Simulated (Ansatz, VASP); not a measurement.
**SnH: VASP beside Ansatz**

Aim: how closely do two programs agree when they are given the same cell, functional and k mesh? The cell is generated by rule, not measured, and may not be a known phase. The two relaxations start from unlike cells of this crystal (the structure described is Ansatz's start), so only their ends are compared.

Method: plane waves, with VASP 6.6.1 beside it; relaxation of cell and atoms at LDA, in Ansatz 0.2.0.

The structure was built from a prototype and need not be the compound's stable phase.

## Step 1: The structure

It takes space group Pmma (No. 51, orthorhombic). Conventional cell: a = 6.409 Å, b = 3.204 Å, c = 6.153 Å, α = 90.00°, β = 90.00°, γ = 90.00°. Nearest to Sn lie 2 H at 2.07 Å. Nearest to Sn lie 4 H at 2.23 Å. Nearest to H lie 3 Sn at 2.07 to 2.23 Å. Farther neighbours are not listed.

## Step 2: Ansatz: relaxation of cell and atoms, LDA

Ansatz runs on norm-conserving files, of PseudoDojo where its log says so.

The relaxed volume is the usual yardstick between codes: in a stiff, nearly cubic crystal its relative difference is about their pressure difference at one cell divided by the bulk modulus.

Contents of input.yaml:

```yaml
crystal:
  lattice:
    - [-3.2044336889, 0.0, 0.0]
    - [0.0, 0.0, -6.1531286746]
    - [0.0, -6.4088673778, 0.0]
  atoms:
    - { symbol: Sn, position: [1.0, 0.0002027736, 0.25] }
    - { symbol: Sn, position: [1.0, -0.0002027736, 0.75] }
    - { symbol: Sn, position: [0.5, 0.5, 0.5] }
    - { symbol: Sn, position: [0.5, 0.5, 1.0] }
    - { symbol: H, position: [1.0, 0.25, 0.4656725616] }
    - { symbol: H, position: [1.0, 0.25, 1.0343274384] }
    - { symbol: H, position: [1.0, 0.75, 0.5343274384] }
    - { symbol: H, position: [1.0, 0.75, 0.9656725616] }
kpoints:
  mp_grid: { grid: [12, 6, 6] }
hamiltonian:
  xc: lda
  pseudopotentials: { kind: nc }
scf:
  occupations: { method: methfessel_paxton, width: 0.2 }
output:
  forces: true
  stress: true
  eigenvalues: true
relax:
  adjacent_minimum: "off"
  f_tol: 0.002
  max_steps: 120
  cell: { stress_tol: 0.03 }
```

On the command line:

```bash
$ ansatz run input.yaml --threads 8 --pin off --max-ram 14336MiB --backend cpu --events-out ev --progress --plain --runs-dir out
```

Numbers of over 12 decimals in the logs are rounded to 6 here.

Log:

```text
Engine: ansatz 0.2.0, x86_64-unknown-linux-gnu
Pseudopotentials: kind: nc
Pseudopotential: Sn, nc, valence charge 14, recommended cutoff 979.609905 eV (normal), Sn.nc.azcp (PseudoDojo's, or run here from an input of PseudoDojo's: the run reads no file of this project's for it)
Pseudopotential: H, nc, valence charge 1, recommended cutoff 1006.821291 eV (normal), H.nc.azcp (PseudoDojo's, or run here from an input of PseudoDojo's: the run reads no file of this project's for it)
Functional definition: SPW92
  exchange = slater_x
  correlation = pw_c
Crystal: 8 atoms, lattice volume = 126.366 Å³
Basis set: ecut = 1006.821291 eV, 9195 PW (Γ)
Bands: 38, of which v1, the nominal top of the filled ones, is band 30 counted from 1 (29 counted from 0)
Symmetry: 8 space group operations
Space group: Pmma (ITA 51), of the structure as read, at distance tolerance 5.0e-5 Å
k-points: 112 of 432
Non-local potential: Sn, projectors of the file, l = 0: 2, l = 1: 2, l = 2: 2
Non-local potential: H, projectors of the file, l = 0: 2, l = 1: 1
Initial density: superposition of atomic densities (chi_scale 0.1, normalization cell, long waves kept (reshape's long-wave potential 0.00 eV rms))
Initial wavefunctions: pseudopotential atomic-orbital guess
Functional: x = slater, c = lda
SCF iter   1: F=—  HF=-8613.137464 eV  |F-HF|=—  |Δ(HF+E_count)|=         —  Δρ=3.71e-2  dr2=1.98e0  ethr=3.10e-3  ⟨swp⟩=6.2  Hψ=16045  notcnv=0
preconditioner: auto → Kerker (q_TF=auto, 2.410 Å⁻¹)  [metal: Δε(μ)=0.024 eV  Ē_g=18.502 eV  σ=0.200 eV  W_gap=0.10  n_scr=30 (ndim 8)  ℏωp=25.6 eV  f_vac=0.000  D(μ)=2.25/eV (n_scr^D=8)]
SCF iter   2: F=—  HF=-8612.633699 eV  |F-HF|=—  |Δ(HF+E_count)|=   5.04e-1  S|Δr|=    0.00e0  Δρ=1.95e-2  dr2=6.15e-1  ethr=3.10e-3  ⟨swp⟩=1.6  Hψ=5304  notcnv=0  defer=51
SCF iter   3: F=—  HF=-8612.418333 eV  |F-HF|=—  |Δ(HF+E_count)|=   2.15e-1  S|Δr|=    0.00e0  Δρ=3.19e-3  dr2=6.19e-3  ethr=1.03e-3  ⟨swp⟩=2.2  Hψ=5862  notcnv=0  defer=51
SCF iter   4: F=—  HF=-8612.420830 eV  |F-HF|=—  |Δ(HF+E_count)|=   2.50e-3  S|Δr|=    0.00e0  Δρ=5.48e-4  dr2=4.04e-4  ethr=1.03e-5  ⟨swp⟩=2.5  Hψ=8150  notcnv=0  defer=111
SCF iter   5: F=—  HF=-8612.420783 eV  |F-HF|=—  |Δ(HF+E_count)|=   4.66e-5  S|Δr|=    0.00e0  Δρ=2.39e-4  dr2=3.06e-5  ethr=6.74e-7  ⟨swp⟩=2.0  Hψ=7239  notcnv=0  defer=111
SCF iter   6: F=—  HF=-8612.421024 eV  |F-HF|=—  |Δ(HF+E_count)|=   2.41e-4  S|Δr|=    0.00e0  Δρ=4.76e-5  dr2=4.58e-6  ethr=5.11e-8  ⟨swp⟩=2.0  Hψ=6543  notcnv=0  defer=185
SCF iter   7: F=—  HF=-8612.421024 eV  |F-HF|=—  |Δ(HF+E_count)|=   6.49e-7  S|Δr|=    0.00e0  Δρ=1.75e-5  dr2=5.84e-7  ethr=7.64e-9  ⟨swp⟩=1.7  Hψ=4441  notcnv=0  defer=185
SCF iter   8: F=-8612.421024 eV  HF=-8612.421024 eV  |F-HF|=1.74e-8  |Δ(HF+E_count)|=   1.30e-7  S|Δr|=    0.00e0  Δρ=3.66e-6  dr2=3.01e-8  ethr=1.67e-10  ⟨swp⟩=11.3  Hψ=21084  notcnv=0
SCF 1 converged in 8 iterations: F = -8612.421024 eV  dr2 = 3.01e-8
relax step   1: F+E_penalty+E_count = -8612.42102364 eV  Δ(F+E_penalty+E_count) = +0.000e0 eV  max|allowed force component| = 5.070e-2 eV/Å  Δτ_max = 0.0000 Å  P = +0.317 GPa  Ω = 126.366 Å³  (8 SCF iters, dr2 threshold 1.00e-7 eV, accepted)
[...]
relax step  20: F+E_penalty+E_count = -8612.62290486 eV  Δ(F+E_penalty+E_count) = -1.311e-4 eV  max|allowed force component| = 7.900e-4 eV/Å  Δτ_max = 0.0044 Å  P = +0.014 GPa  Ω = 136.457 Å³  energy of the carried Pulay correction = -8.246e-6 eV  (5 SCF iters, dr2 threshold 9.22e-9 eV, accepted)
[...]
relax step  21: F+E_penalty+E_count = -8612.62292467 eV  Δ(F+E_penalty+E_count) = -1.982e-5 eV  max|allowed force component| = 7.474e-4 eV/Å  Δτ_max = 0.0029 Å  P = +0.003 GPa  Ω = 136.580 Å³  energy of the carried Pulay correction = -1.544e-5 eV  (8 SCF iters, accepted)
[...]
relax step  22: F+E_penalty+E_count = -8612.62294306 eV  Δ(F+E_penalty+E_count) = -1.839e-5 eV  max|allowed force component| = 7.499e-4 eV/Å  Δτ_max = 0.0000 Å  P = +0.003 GPa  Ω = 136.580 Å³  stress off target by 6.03e-3 GPa  SCF on the basis re-selected at this cell (its energy is not comparable with the rows above)  (4 SCF iters)
basis re-selected at this cell: Δ(F+E_penalty+E_count) = -1.839e-5 eV, ΔP = +0.000 GPa vs the last step (what re-selecting the basis moved, of the pressure what is left beyond the Pulay correction that the steps carried, after the strain that the cell walked since its last selection, with what the two solves' SCF thresholds leave and, on support functions, any second-order correction that the steps lacked; it is no m [...]
SCF converged after 4 iterations
Stability not checked: this state was not tested for a lower state beside it, because cold or Methfessel-Paxton smearing, or corrected tetrahedra, fill the levels in a way that the test cannot read (fill_not_monotonic; see scf.lower_state_search)
Free energy (F): -8612.622943 eV
Harris-Foulkes:  -8612.622943 eV  (|F-HF|=1.82e-12)
Internal energy: -8612.619358 eV  (E = F + TS)
E sigma→0 (E₀):  -8612.622047 eV
Entropy (-TS):   -0.003585 eV (-0.448 meV/atom)
Fermi energy:    8.592649 eV
--- Per-component energies (eV) ---
  E_band       = -451.241095
  E_kinetic    = 5149.993003
  E_local      = -6032.107409  (includes V_loc(G=0)·N_el)
  E_nonlocal   = -2426.631190
  E_hartree    = 2135.556958
  E_xc         = -2398.119531
  E_vxc        = -1413.609377  (∫ρ·V_xc dr)
  E_ewald      = -5041.311189
  E_smearing   = -0.003585  (= −TS)
  E_closure    = 0.000000  (closes the sum)
  Σ components = -8612.622943   (vs F -8612.622943, Δ=0.00e0)
--- Forces (eV/Å), atoms counted from 1 ---
  atom   1  Sn    -0.00000000     0.00000000     0.00047692
  atom   2  Sn     0.00000000    -0.00000000    -0.00047692
  atom   3  Sn    -0.00000000     0.00000000    -0.00000000
  atom   4  Sn    -0.00000000     0.00000000    -0.00000000
  atom   5  H      0.00000000     0.00020431     0.00074990
  atom   6  H      0.00000000    -0.00020431     0.00074990
  atom   7  H     -0.00000000    -0.00020431    -0.00074990
  atom   8  H     -0.00000000     0.00020431    -0.00074990
  max |Σ_I F_I| component: 2.17e-19 eV/Å
--- Stress (GPa, compression-positive) ---
        0.006031      -0.000000      -0.000000
       -0.000000      -0.000316       0.000000
       -0.000000       0.000000       0.003910
  P = ⅓ Tr σ = 0.0032 GPa (0.032 kbar)
--- Band table (eV; the first three rows and the last of 112) ---
  k-point 0: bands = [... 26 lower, 4.7646, 5.4600, 6.8366, 10.4984, 10.6457, 11.7751, 11.9378, 13.5286, ... 4 higher]
  k-point 1: bands = [... 26 lower, 4.9017, 6.5995, 7.1531, 10.3669, 10.6367, 11.8999, 11.9265, 12.9020, ... 4 higher]
  k-point 2: bands = [... 26 lower, 6.0838, 7.7119, 8.3262, 9.9580, 10.1130, 12.0339, 12.1071, 12.2655, ... 4 higher]
  k-point 111: bands = [... 26 lower, 5.6781, 5.6781, 6.8237, 6.8237, 8.8644, 8.8644, 9.7751, 9.7751, ... 4 higher]
--- Relaxed structure (19 steps of the walk, 17 accepted, 3 SCFs on fresh bases) ---
  F+E_penalty+E_count = -8612.62294306 eV   max|allowed force component| = 7.499e-4 eV/Å   (the final SCF, on the basis selected at the relaxed cell)
  cell:  # Å, volume = 136.5797 Å³
    - [-3.255141, 0.0, 0.0]
    - [0.0, 0.0, -7.063033]
    - [0.0, -5.940527, 0.0]
  atoms:
    - { symbol: Sn, position: [1.000000, 0.075621, 0.25] }
    - { symbol: Sn, position: [1.000000, -0.075621, 0.75] }
    - { symbol: Sn, position: [0.500000, 0.500000, 0.5] }
    - { symbol: Sn, position: [0.500000, 0.500000, 1.0] }
    - { symbol: H, position: [1.000000, 0.302448, 0.457231] }
    - { symbol: H, position: [1.000000, 0.302448, 1.042769] }
    - { symbol: H, position: [1.000000, 0.697552, 0.542769] }
    - { symbol: H, position: [1.000000, 0.697552, 0.957231] }
```

In the SCF lines HF is the Harris–Foulkes energy and dr2 the Hartree energy of the density residual, in eV; the loop may stop once dr2 is under the threshold and the program's other checks hold. Hψ counts applications of the Hamiltonian.

## Step 3: VASP: relaxation of cell and atoms, LDA

Its own start cell and the same functional (in two slightly different forms), mesh and smearing now go to VASP, with its own data sets.

Lines of VASP's logs that name or quote its potential files are left out, and so is its time.

Contents of INCAR:

```
SYSTEM = SnH
PREC = Accurate
ENCUT = 500
EDIFF = 1E-07
NELM = 120
ISMEAR = 1
SIGMA = 0.2
LREAL = .FALSE.
ALGO = Normal
GGA = CA
NBANDS = 38
LORBIT = 11
LWAVE = .FALSE.
LCHARG = .FALSE.
ISIF = 3
IBRION = 2
NSW = 80
EDIFFG = -0.005
LASPH = .TRUE.
GGA_COMPAT = .FALSE.
NELMIN = 4
KPAR = 2
```

Contents of POSCAR:

```
SnH
1.0
   -3.2579333293      0.0000000000      0.0000000000
    0.0000000000      0.0000000000     -6.9949669415
    0.0000000000     -5.9541212335      0.0000000000
Sn H
4 4
Direct
    0.0000000000      0.0729495081      0.2500000390
    0.0000000000      0.9270504919      0.7500001170
    0.5000000000      0.4999999187      0.5000000780
    0.5000000000      0.4999999187      0.0000000000
    0.0000000000      0.3024717359      0.4571336807
    0.0000000000      0.3024717359      0.0428663973
    0.0000000000      0.6975282641      0.5428664753
    0.0000000000      0.6975282641      0.9571336027
```

Contents of KPOINTS:

```
Automatic mesh
0
Gamma
12 6 6
0 0 0
```

The projector-augmented-wave data sets are Sn_d and H (LDA family, release 64).

On the command line:

```bash
$ mpirun -np 2 vasp_std
```

Log:

```text
[banner, memory and clock lines left out]
running    2 mpi-ranks, on    1 nodes
 distrk:  each k-point on    1 cores,    2 groups
 distr:  one band on    1 cores,    1 groups

 POSCAR found type information on POSCAR SnH
 POSCAR found :  2 types and       8 ions
 LDA part: xc-table for (Slater(with rela. corr.)+CA(PZ))
 , standard interpolation
 POSCAR, INCAR and KPOINTS ok, starting setup
 FFT: planning ... GRIDC
 FFT: planning ... GRID_SOFT
 FFT: planning ... GRID
 WAVECAR not read
 entering main loop
       N       E                     dE             d eps       ncg     rms          rms(c)
DAV:   1     0.591842085803E+03    0.59184E+03   -0.29317E+04  8698   0.228E+03
DAV:   2     0.554163201258E+02   -0.53643E+03   -0.52538E+03  8520   0.587E+02
DAV:   3    -0.256220375978E+02   -0.81038E+02   -0.79155E+02  9518   0.198E+02
DAV:   4    -0.298107594074E+02   -0.41887E+01   -0.41553E+01  9806   0.490E+01
DAV:   5    -0.299382398643E+02   -0.12748E+00   -0.12742E+00 10840   0.873E+00    0.567E+00
DAV:   6    -0.292251658699E+02    0.71307E+00   -0.65384E-01 10898   0.522E+00    0.287E+00
DAV:   7    -0.290917953700E+02    0.13337E+00   -0.87897E-01 10198   0.466E+00    0.669E-01
DAV:   8    -0.290910661236E+02    0.72925E-03   -0.10601E-01  9456   0.220E+00    0.346E-01
DAV:   9    -0.290911120673E+02   -0.45944E-04   -0.77729E-03 11120   0.519E-01    0.925E-02
DAV:  10    -0.290911035681E+02    0.84992E-05   -0.96625E-04 11296   0.208E-01    0.488E-02
DAV:  11    -0.290911032067E+02    0.36142E-06   -0.16241E-04 10020   0.847E-02    0.859E-03
DAV:  12    -0.290911046408E+02   -0.14341E-05   -0.14781E-05 11146   0.244E-02    0.379E-03
DAV:  13    -0.290911046371E+02    0.36835E-08   -0.23122E-06 10058   0.772E-03    0.217E-03
DAV:  14    -0.290911045117E+02    0.12535E-06   -0.62287E-07  8054   0.600E-03    0.408E-04
DAV:  15    -0.290911045193E+02   -0.75670E-08   -0.89319E-08  5508   0.165E-03
   1 F= -.29091105E+02 E0= -.29089861E+02  d E =-.290911E+02
[...]
2 F= -.29091158E+02 E0= -.29089913E+02  d E =-.539096E-04
[...]
3 F= -.29091175E+02 E0= -.29089929E+02  d E =-.705487E-04
[...]
4 F= -.29091220E+02 E0= -.29089983E+02  d E =-.447927E-04
[...]
5 F= -.29091315E+02 E0= -.29090119E+02  d E =-.140386E-03
[...]
6 F= -.29091327E+02 E0= -.29090250E+02  d E =-.151929E-03
[...]
7 F= -.29091352E+02 E0= -.29090213E+02  d E =-.177073E-03
 curvature:  -7.27 expect dE=-0.236E-03 dE for cont linesearch -0.110E-11
 trial: gam= 0.46829 g(F)=  0.286E-04 g(S)=  0.388E-05 ort =-0.322E-08 (trialstep = 0.273E+01)
 search vector abs. value=  0.476E-04
 bond charge predicted
       N       E                     dE             d eps       ncg     rms          rms(c)
DAV:   1    -0.290912528929E+02    0.99296E-04   -0.70857E-02 10064   0.113E+00    0.627E-02
DAV:   2    -0.290914274382E+02   -0.17455E-03   -0.22524E-03 11114   0.330E-01    0.303E-02
DAV:   3    -0.290914116216E+02    0.15817E-04   -0.47265E-05 11386   0.633E-02    0.185E-02
DAV:   4    -0.290914050289E+02    0.65927E-05   -0.13737E-05 11304   0.363E-02    0.409E-03
DAV:   5    -0.290914053194E+02   -0.29044E-06   -0.47793E-06  9386   0.195E-02    0.140E-03
DAV:   6    -0.290914053239E+02   -0.45502E-08   -0.17471E-07  5888   0.398E-03
   8 F= -.29091405E+02 E0= -.29090276E+02  d E =-.531832E-04
 trial-energy change:   -0.000053  1 .order   -0.000054   -0.000089   -0.000018
 step:   3.4435(harm=  3.4435)  dis= 0.00333  next Energy=   -29.091408 (dE=-0.559E-04)
 reached required accuracy - stopping structural energy minimisation
```

(Part 1 of 2 ends here.)

[Lines on the potential files, build, host, timing and source positions are cut from VASP's logs without a mark.]

[Logs are printed without paths, hosts, clocks, repeated set-up lines and the standing remarks that a program may print on its own settings, such as how far it seeks lower states.]

[Hosts, paths, dates, database ids (printed as entryN), source tags and the programs' standing remarks are cut or masked in the printed files.]
